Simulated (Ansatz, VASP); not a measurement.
**AlPt in two plane-wave programs**

Wanted: the spread between two codes on one cell, functional and k mesh. The cell is taken from a series of runs on this material, whose earlier steps may have relaxed, scaled, displaced or heated it; both programs get it as it stands.

Calculated with Ansatz 0.2.0; plane waves, with VASP 6.6.1 beside it; relaxation of cell and atoms at PBEsol.

## Step 1: The structure

The structure is cubic, space group Pm-3m (No. 221). Conventional cell: a = 3.061 Å, b = 3.061 Å, c = 3.061 Å, α = 90.00°, β = 90.00°, γ = 90.00°. Nearest to Al lie 8 Pt at 2.65 Å. Nearest to Pt lie 8 Al at 2.65 Å. Farther neighbours are not listed.

## Step 2: VASP: relaxation of cell and atoms, PBEsol

The relaxed volume is the usual yardstick between codes: in a stiff, nearly cubic crystal its relative difference is about their pressure difference at one cell divided by the bulk modulus.

Lines of VASP's logs that name or quote its potential files are left out, and so is its time.

INCAR

```
SYSTEM = AlPt
PREC = Accurate
ENCUT = 500
EDIFF = 1E-07
NELM = 120
ISMEAR = 1
SIGMA = 0.15
LREAL = .FALSE.
ALGO = Normal
GGA = PS
NBANDS = 12
LASPH = .TRUE.
LORBIT = 11
LWAVE = .FALSE.
LCHARG = .FALSE.
ISIF = 3
IBRION = 2
NSW = 80
EDIFFG = -0.005
GGA_COMPAT = .FALSE.
NELMIN = 4
KPAR = 2
```

POSCAR

```
AlPt
1.0
    3.0605410000      0.0000000000      0.0000000000
    0.0000000000      3.0605410000      0.0000000000
    0.0000000000      0.0000000000      3.0605410000
Al Pt
1 1
Direct
    0.0000000000      0.0000000000      0.0000000000
    0.4999998366      0.4999998366      0.4999998366
```

KPOINTS

```
Automatic mesh
0
Gamma
12 12 12
0 0 0
```

The projector-augmented-wave data sets are Al and Pt (PBE family, release 64).

Run with:

```sh
$ mpirun -np 2 vasp_std
```

Numbers of over 12 decimals in the logs are rounded to 6 here.

Output:

```text
[banner, memory and clock lines left out]
running    2 mpi-ranks, on    1 nodes
 distrk:  each k-point on    1 cores,    2 groups
 distr:  one band on    1 cores,    1 groups

 POSCAR found type information on POSCAR AlPt
 POSCAR found :  2 types and       2 ions
|                                                                             |
|               ----> ADVICE to this user running VASP <----                  |
|                                                                             |
|     You enforced a specific xc type in the INCAR file but a different       |
|     [... a line on the potential file left out ...]
|     I HOPE YOU KNOW WHAT YOU ARE DOING!                                     |
|                                                                             |

 LDA part: xc-table for (Slater+PW92), standard interpolation
 POSCAR, INCAR and KPOINTS ok, starting setup
 FFT: planning ... GRIDC
 FFT: planning ... GRID_SOFT
 FFT: planning ... GRID
 WAVECAR not read
 entering main loop
       N       E                     dE             d eps       ncg     rms          rms(c)
DAV:   1     0.440843968255E+02    0.44084E+02   -0.55244E+03  2064   0.871E+02
DAV:   2    -0.123378111473E+02   -0.56422E+02   -0.51979E+02  2320   0.179E+02
DAV:   3    -0.135184362560E+02   -0.11806E+01   -0.11746E+01  2360   0.246E+01
DAV:   4    -0.135251515998E+02   -0.67153E-02   -0.67145E-02  2260   0.227E+00
DAV:   5    -0.135252233016E+02   -0.71702E-04   -0.71701E-04  2404   0.239E-01    0.113E+01
DAV:   6    -0.130118377641E+02    0.51339E+00   -0.23497E+00  2104   0.124E+01    0.425E+00
DAV:   7    -0.129591731510E+02    0.52665E-01   -0.64283E-02  2092   0.215E+00    0.254E+00
DAV:   8    -0.129374572056E+02    0.21716E-01   -0.17547E-02  2288   0.995E-01    0.250E-01
DAV:   9    -0.129373614776E+02    0.95728E-04   -0.53136E-04  2260   0.179E-01    0.882E-02
DAV:  10    -0.129373531823E+02    0.82953E-05   -0.58049E-05  2292   0.722E-02    0.959E-03
DAV:  11    -0.129373530075E+02    0.17487E-06   -0.12632E-06  2240   0.985E-03    0.319E-03
DAV:  12    -0.129373528716E+02    0.13584E-06   -0.10775E-07  1392   0.226E-03    0.801E-04
DAV:  13    -0.129373528322E+02    0.39437E-07   -0.71991E-09  1148   0.703E-04
   1 F= -.12937353E+02 E0= -.12937374E+02  d E =-.129374E+02
 curvature:   0.00 expect dE= 0.000E+00 dE for cont linesearch  0.000E+00
 trial: gam= 0.00000 g(F)=  0.000E+00 g(S)=  0.789E-05 ort = 0.000E+00 (trialstep = 0.100E+01)
 search vector abs. value=  0.789E-05
 bond charge predicted
       N       E                     dE             d eps       ncg     rms          rms(c)
DAV:   1    -0.129374235458E+02   -0.70674E-04   -0.11955E-03  2080   0.331E-01    0.577E-02
DAV:   2    -0.129373519947E+02    0.71551E-04   -0.36719E-04  2056   0.158E-01    0.128E-02
DAV:   3    -0.129373508742E+02    0.11205E-05   -0.46533E-06  2080   0.192E-02    0.736E-03
DAV:   4    -0.129373509008E+02   -0.26600E-07   -0.10588E-06  2148   0.568E-03    0.154E-03
DAV:   5    -0.129373509718E+02   -0.70987E-07   -0.47280E-08  1140   0.168E-03
   2 F= -.12937351E+02 E0= -.12937375E+02  d E =0.186041E-05
 trial-energy change:    0.000002  1 .order    0.000003   -0.000008    0.000013
 step:   0.4300(harm=  0.3735)  dis= 0.00000  next Energy=   -12.937355 (dE=-0.176E-05)
 bond charge predicted
       N       E                     dE             d eps       ncg     rms          rms(c)
DAV:   1    -0.129373788568E+02   -0.27956E-04   -0.38687E-04  2072   0.188E-01    0.328E-02
DAV:   2    -0.129373556620E+02    0.23195E-04   -0.11908E-04  2048   0.901E-02    0.735E-03
DAV:   3    -0.129373550173E+02    0.64471E-06   -0.15043E-06  2056   0.109E-02    0.422E-03
DAV:   4    -0.129373546632E+02    0.35414E-06   -0.34589E-07  2132   0.326E-03    0.869E-04
DAV:   5    -0.129373546393E+02    0.23830E-07   -0.15247E-08  1016   0.955E-04
   3 F= -.12937355E+02 E0= -.12937377E+02  d E =-.180715E-05
 curvature:  -0.19 expect dE=-0.252E-07 dE for cont linesearch -0.252E-07
 trial: gam= 0.00000 g(F)=  0.206E-47 g(S)=  0.136E-06 ort =-0.104E-05 (trialstep = 0.886E+00)
 search vector abs. value=  0.136E-06
 reached required accuracy - stopping structural energy minimisation
```

From OUTCAR (step 2):

```text
ion  position               nearest neighbor table
   1  0.000  0.000  0.000-   2 2.65   2 2.65   2 2.65   2 2.65   2 2.65   2 2.65   2 2.65   2 2.65

  LATTYP: Found a simple cubic cell.
 ALAT       =     3.0605410000

 Subroutine GETGRP returns: Found 48 space group operations
 (whereof 48 operations were pure point group operations)

The static configuration has the point symmetry O_h .

 Found     84 irreducible k-points:

   k-points           NKPTS =     84   k-points in BZ     NKDIM =     84   number of bands    NBANDS=     12

   dimension x,y,z NGX =    24 NGY =   24 NGZ =   24
   dimension x,y,z NGXF=    48 NGYF=   48 NGZF=   48

   ENCUT  =  500.0 eV  36.75 Ry    6.06 a.u.   5.58  5.58  5.58*2*pi/ulx,y,z

   NELECT =      13.0000    total number of electrons

 k-points in reciprocal lattice and weights: Automatic mesh
   0.00000000  0.00000000  0.00000000       0.001
   0.08333333  0.00000000  0.00000000       0.003
   0.16666667  0.00000000  0.00000000       0.003
   0.25000000  0.00000000  0.00000000       0.003
   0.33333333  0.00000000  0.00000000       0.003
   0.41666667  0.00000000  0.00000000       0.003
   0.50000000  0.00000000  0.00000000       0.002
   0.08333333  0.08333333  0.00000000       0.007
   0.16666667  0.08333333  0.00000000       0.014
[...]
0.50000000  0.50000000  0.41666667       0.003
   0.50000000  0.50000000  0.50000000       0.001

 average (electrostatic) potential at core
       1 -69.5655       2 -63.2623

 E-fermi :  11.1298

 k-point     1 :       0.0000    0.0000    0.0000
  band No.  band energies     occupation
    ...
      2       5.2927      2.00000
      3       5.2927      2.00000
      4       8.4121      2.00000
      5       8.4121      2.00000
      6       8.4121      2.00000
      7      15.0149      0.00000
      8      15.0149      0.00000
      9      15.0149      0.00000
     10      20.2641      0.00000
     11      20.2641      0.00000
    ...

 k-point     2 :       0.0833    0.0000    0.0000
  band No.  band energies     occupation
    ...
      2       5.3299      2.00000
      3       5.3412      2.00000
      4       8.2813      2.00000
      5       8.2813      2.00000
      6       8.4255      2.00000
      7      14.2667      0.00000
      8      15.2535      0.00000
      9      15.2535      0.00000
     10      20.0045      0.00000
     11      20.5763      0.00000
    ...

 k-point     3 :       0.1667    0.0000    0.0000
  band No.  band energies     occupation
    ...
      2       5.4340      2.00000
      3       5.4446      2.00000
      4       7.9564      2.00000
      5       7.9564      2.00000
      6       8.4625      2.00000
      7      12.8340     -0.00000
      8      15.9015      0.00000
      9      15.9015      0.00000
     10      19.3529      0.00000
     11      20.8169      0.00000
    ...

  Total        0.0013709      0.0013709      0.0013709     -0.0000000     -0.0000000     -0.0000000
  in kB        0.0766419      0.0766419      0.0766419     -0.0000000     -0.0000000     -0.0000000
  external PRESSURE =       0.0766419 kB  Pullay stress =       0.0000000 kB

  energy-cutoff  :      500.00
  volume of cell :       28.66
      direct lattice vectors                 reciprocal lattice vectors
     3.060209508  0.000000000 -0.000000000     0.326775012  0.000000000 -0.000000000
    -0.000000000  3.060209508 -0.000000000    -0.000000000  0.326775012 -0.000000000
     0.000000000  0.000000000  3.060209508     0.000000000  0.000000000  0.326775012

 POSITION                                       TOTAL-FORCE (eV/Angst)
 -----------------------------------------------------------------------------------
      0.00000      0.00000      0.00000        -0.000000     -0.000000      0.000000
      1.53010      1.53010      1.53010         0.000000      0.000000      0.000000
 -----------------------------------------------------------------------------------
    total drift:                                0.000147      0.000147      0.000147

  FREE ENERGIE OF THE ION-ELECTRON SYSTEM (eV)
  ---------------------------------------------------
  free  energy   TOTEN  =       -12.9373546393 eV

  energy  without entropy=      -12.9374217187  energy(sigma->0) =      -12.93737700

 reached required accuracy - stopping structural energy minimisation

 total charge
# of ion       s       p       d       tot
------------------------------------------
    1        0.353   0.377   0.000   0.730
    2        0.694   0.622   8.226   9.543
--------------------------------------------------
tot          1.047   0.999   8.226  10.273

[... 3 further parts left out ...]
```

CONTCAR:

```
AlPt
   1.00000000000000
     3.0602095084367167    0.0000000000000000   -0.0000000000000000
    -0.0000000000000000    3.0602095084367167   -0.0000000000000000
     0.0000000000000000    0.0000000000000000    3.0602095084367167
  Al              Pt
     1     1
Direct
     0.0000000000000000    0.0000000000000000    0.0000000000000000
     0.4999998365999971    0.4999998365999971    0.4999998365999971
```

## Step 3: Ansatz: relaxation of cell and atoms, PBEsol

Ansatz runs on its default PAW (the set named soft_2) files.

The same cell, functional, mesh and smearing now go to Ansatz, which takes its cutoff from its data sets.

input.yaml

```yaml
crystal:
  lattice:
    - [3.0605407501, 0.0, 0.0]
    - [0.0, 3.0605407501, 0.0]
    - [0.0, 0.0, 3.0605407501]
  atoms:
    - { symbol: Al, position: [0.0, 0.0, 0.0] }
    - { symbol: Pt, position: [0.5, 0.5, 0.5] }
kpoints:
  mp_grid: { grid: [12, 12, 12] }
hamiltonian:
  xc: pbesol
scf:
  occupations: { method: methfessel_paxton, width: 0.15 }
output:
  forces: true
  stress: true
  eigenvalues: true
relax:
  adjacent_minimum: "off"
  f_tol: 0.001
  max_steps: 60
  cell: { stress_tol: 0.01 }
```

Run with:

```sh
$ ansatz run input.yaml --threads 4 --pin off --max-ram 7168MiB --backend cpu --events-out ev --progress --plain --runs-dir out
```

Output:

```text
Engine: ansatz 0.2.0, x86_64-unknown-linux-gnu
Pseudopotentials: kind: paw
Pseudopotential: Al, paw, valence charge 3, recommended cutoff 420 eV (normal), Al.paw.azcp
Pseudopotential: Pt, paw, valence charge 18, recommended cutoff 420 eV (normal), Pt.paw.azcp
Functional definition: PBEsol
  exchange = pbesol_x
  correlation = pbesol_c
Crystal: 2 atoms, lattice volume = 28.668 Å³
Basis set: ecut = 420 eV, 587 PW (Γ), exchange–correlation on 48×48×48 points (8 copies of the dense FFT grid, shifted against one another)
Bands: 15, of which v1, the nominal top of the filled ones, is band 11 counted from 1 (10 counted from 0)
Symmetry: 48 space group operations
Space group: Pm-3m (ITA 221), of the structure as read, at distance tolerance 3.1e-5 Å
k-points: 84 of 1728
Non-local potential: Al, projectors of the file, l = 0: 2, l = 1: 2, l = 2: 1
Non-local potential: Pt, projectors of the file, l = 0: 3, l = 1: 2, l = 2: 2, l = 3: 1
PAW form: soft (Blöchl's): semilocal exchange-correlation on the pseudo side does not see the compensation charge
PAW frozen core: Al, regenerated for the run's functional, and the local potential with it (the file was generated under x = pbe(κ = 0.804, μ = 0.219515), c = pbe(β = 0.066725))
PAW frozen core: Pt, regenerated for the run's functional, and the local potential with it (the file was generated under x = pbe(κ = 0.804, μ = 0.219515), c = pbe(β = 0.066725))
PAW one-centre angular grid: Al, 110 points (default); XC on 64 Gauss nodes
PAW one-centre angular grid: Pt, 590 points (default); XC on 64 Gauss nodes
Initial density: superposition of atomic densities (neutral atoms: chi_scale 0, normalization atom), corrected by the library's trained network
Initial wavefunctions: pseudopotential atomic-orbital guess
Functional: x = pbesol(κ = 0.804, μ = 0.123457), c = pbesol(β = 0.046)
SCF iter   1: F=—  HF=-12910.235959 eV  |F-HF|=—  |Δ(HF+E_count)|=         —  Δρ=2.81e-3  dr2=1.26e-3  ethr=1.77e-3  ⟨swp⟩=5.0  Hψ=6075  notcnv=0
preconditioner: auto → none  [insulator: Δε(μ)=0.107 eV  Ē_g=10.508 eV  σ=0.150 eV  W_gap=0.52  n_scr=6 (ndim 8)  ℏωp=25.0 eV  f_vac=0.000  D(μ)=0.59/eV (n_scr^D=0)  ε∞_Penn≈6.7]
SCF iter   2: F=—  HF=-12910.236410 eV  |F-HF|=—  |Δ(HF+E_count)|=   4.51e-4  S|Δr|=    0.00e0  Δρ=1.19e-3  dr2=1.75e-4  ethr=5.99e-6  ⟨swp⟩=2.1  Hψ=2508  notcnv=0
SCF iter   3: F=—  HF=-12910.236387 eV  |F-HF|=—  |Δ(HF+E_count)|=   2.25e-5  S|Δr|=    0.00e0  Δρ=2.32e-4  dr2=5.51e-6  ethr=8.34e-7  ⟨swp⟩=2.1  Hψ=1629  notcnv=0
SCF iter   4: F=—  HF=-12910.236372 eV  |F-HF|=—  |Δ(HF+E_count)|=   1.55e-5  S|Δr|=    0.00e0  Δρ=3.09e-5  dr2=5.37e-8  ethr=4.76e-10  ⟨swp⟩=4.0  Hψ=5601  notcnv=0
SCF iter   5: F=-12910.236372 eV  HF=-12910.236372 eV  |F-HF|=1.98e-10  |Δ(HF+E_count)|=   7.49e-8  S|Δr|=    0.00e0  Δρ=1.96e-6  dr2=5.74e-10  ethr=2.56e-10  ⟨swp⟩=2.0  Hψ=3686  notcnv=0
SCF 1 converged in 5 iterations: F = -12910.236372 eV  dr2 = 5.74e-10
  greatest PAW one-centre occupation: 1.000 electrons in one spin orbital (limit 2), on the Pt atom at site 1 (counted from 0), in its partial waves of l = 0
relax step   1: F+E_penalty+E_count = -12910.23637178 eV  Δ(F+E_penalty+E_count) = +0.000e0 eV  max|allowed force component| = 4.022e-29 eV/Å  Δτ_max = 0.0000 Å  P = -0.006 GPa  Ω = 28.668 Å³  (5 SCF iters, dr2 threshold 1.00e-7 eV, accepted)
Initial density: handed on by an earlier stage of this run
Initial wavefunctions: pseudopotential atomic-orbital guess (no wavefunctions were taken with the density)
iter 1 solved again at ethr=5.30e-9 eV; its pass at ethr=3.10e-3 eV (dr2=1.11e-6 eV) is discarded
SCF iter   1: F=—  HF=-12910.236390 eV  |F-HF|=—  |Δ(HF+E_count)|=         —  Δρ=2.03e-6  dr2=6.38e-10  ethr=5.30e-9  ⟨swp⟩=4.0  Hψ=10090  notcnv=0
preconditioner: auto → none  [insulator: Δε(μ)=0.107 eV  Ē_g=10.505 eV  σ=0.150 eV  W_gap=0.52  n_scr=6 (ndim 8)  ℏωp=25.0 eV  f_vac=0.000  D(μ)=0.59/eV (n_scr^D=0)  ε∞_Penn≈6.7]
SCF iter   2: F=—  HF=-12910.236372 eV  |F-HF|=—  |Δ(HF+E_count)|=   1.85e-5  S|Δr|=    0.00e0  Δρ=9.18e-7  dr2=1.37e-10  ethr=3.04e-12  ⟨swp⟩=2.0  Hψ=2009  notcnv=0
SCF iter   3: F=—  HF=-12910.236372 eV  |F-HF|=—  |Δ(HF+E_count)|=    0.00e0  S|Δr|=    0.00e0  Δρ=3.74e-7  dr2=1.82e-11  ethr=6.50e-13 (applied; sched 1.00e-12)  ⟨swp⟩=1.0  Hψ=1263  notcnv=0
SCF iter   4: F=-12910.236372 eV  HF=-12910.236372 eV  |F-HF|=1.82e-12  |Δ(HF+E_count)|=  9.09e-12  S|Δr|=    0.00e0  Δρ=1.87e-8  dr2=2.95e-14  ethr=1.00e-12  ⟨swp⟩=3.4  Hψ=5096  notcnv=0
SCF 2 converged in 4 iterations: F = -12910.236372 eV  dr2 = 2.95e-14
relax step   2: F+E_penalty+E_count = -12910.23637178 eV  Δ(F+E_penalty+E_count) = -1.455e-10 eV  max|allowed force component| = 2.140e-29 eV/Å  Δτ_max = 0.0000 Å  P = -0.006 GPa  Ω = 28.668 Å³  stress off target by 6.13e-3 GPa  SCF on the basis re-selected at this cell (its energy is not comparable with the rows above)  (4 SCF iters)
basis re-selected at this cell: Δ(F+E_penalty+E_count) = -1.455e-10 eV, ΔP = +0.000 GPa vs the last step (what re-selecting the basis moved, of the pressure what is left beyond the Pulay correction that the steps carried, after the strain that the cell walked since its last selection, with what the two solves' SCF thresholds leave and, on support functions, any second-order correction that the steps lacked; it is no  [...]
SCF converged after 4 iterations
Stability not checked: this state was not tested for a lower state beside it, because cold or Methfessel-Paxton smearing, or corrected tetrahedra, fill the levels in a way that the test cannot read (fill_not_monotonic; see scf.lower_state_search)
Free energy (F): -12910.236372 eV
Harris-Foulkes:  -12910.236372 eV  (|F-HF|=1.82e-12)
Internal energy: -12910.236445 eV  (E = F + TS)
E sigma→0 (E₀):  -12910.236390 eV
Entropy (-TS):   0.000073 eV (0.037 meV/atom)
Fermi energy:    17.461102 eV
--- Per-component energies (eV) ---
  E_band       = -211.332375
  E_kinetic    = 666.041227
  E_local      = -2118.219502  (includes V_loc(G=0)·N_el)
  E_nonlocal   = 212.040268
  E_hartree    = 829.512076
  E_xc         = -302.065846
  E_vxc        = -334.666201  (∫ρ·V_xc dr)
  E_paw        = -9771.447402  (= ΣΔE_a)
  E_vpaw       = -295.552502  (= ΣTr[D̂ρ^β])
  E_aug_tail   = 0.000187  (compensation charges beyond the density's cutoff)
  E_ewald      = -2426.403574
  E_core_change = 0.306120  (= ΣΔE_core)
  E_smearing   = 0.000073  (= −TS)
  E_closure    = 0.000000  (closes the sum)
  Σ components = -12910.236372   (vs F -12910.236372, Δ=0.00e0)
--- Forces (eV/Å), atoms counted from 1 ---
  atom   1  Al    -0.00000000     0.00000000    -0.00000000
  atom   2  Pt     0.00000000    -0.00000000     0.00000000
  max |Σ_I F_I| component: 4.13e-29 eV/Å
--- Stress (GPa, compression-positive) ---
       -0.006127       0.000000       0.000000
        0.000000      -0.006127       0.000000
        0.000000       0.000000      -0.006127
  P = ⅓ Tr σ = -0.0061 GPa (-0.061 kbar)
--- Band table (eV; the first three rows and the last of 84) ---
  k-point 0: bands = [... 7 lower, 14.7416, 14.7416, 14.7416, 21.3465, 21.3465, 21.3465, 26.5504, 26.5504]
  k-point 1: bands = [... 7 lower, 14.6109, 14.6109, 14.7551, 20.5984, 21.5847, 21.5847, 26.2934, 26.8698]
  k-point 2: bands = [... 7 lower, 14.2860, 14.2860, 14.7922, 19.1663, 22.2313, 22.2313, 25.6472, 27.1205]
  k-point 83: bands = [... 7 lower, 16.1060, 16.1060, 18.1698, 19.1739, 19.1739, 19.1739, 22.4364, 23.6454]
--- Relaxed structure (1 steps of the walk, 1 accepted, 1 SCFs on fresh bases) ---
  F+E_penalty+E_count = -12910.23637178 eV   max|allowed force component| = 2.140e-29 eV/Å   (the final SCF, on the basis selected at the relaxed cell)
  cell:  # Å, volume = 28.6678 Å³
    - [3.0605407501, 0.0, 0.0]
    - [0.0, 3.0605407501, 0.0]
    - [0.0, 0.0, 3.0605407501]
  atoms:
    - { symbol: Al, position: [0.0, 0.0, 0.0] }
    - { symbol: Pt, position: [0.5, 0.5, 0.5] }
```

## Step 4: Differences

Known differences besides the potentials themselves: the data sets hold 21 valence electrons in Ansatz (on its default PAW (the set named soft_2) files) and 13 in VASP; the cutoff is 420 eV in Ansatz and 500 eV in VASP; Ansatz makes its cores anew for this functional, VASP keeps those of its PBE data sets; Ansatz adds a Pulay correction to the stress that steers its cell, VASP none. Total energies have different zeros and are not compared.

Compared:

```
                                         quantity  Ansatz   VASP  difference
                                      volume (Å³)   28.67  28.66     +0.03 %
edge a after relaxation, in the typed setting (Å)   3.061  3.060     +0.01 %
```

## Step 5: Summary of results

| Quantity | Value |
| --- | --- |
| difference in volume (relaxation of cell and atoms, PBEsol) | 0.032 % |

**Reading.** The difference in volume is 0.032 % (relaxation of cell and atoms, PBEsol), within the 1.2 % picked in this series as the mark of a large difference, as far as the stopping tolerances let one tell. The data sets hold unlike numbers of valence electrons (21 in Ansatz and 13 in VASP), so part of the differences comes from the potentials. Such differences can come from data sets, numerical settings and the points named under the comparisons, not from the functional's error against experiment.

[Lines on the potential files, build, host, timing and source positions are cut from VASP's logs without a mark.]

[Logs are printed without paths, hosts, clocks, repeated set-up lines and the standing remarks that a program may print on its own settings, such as how far it seeks lower states.]

[Hosts, paths, dates, database ids (printed as entryN), source tags and the programs' standing remarks are cut or masked in the printed files.]
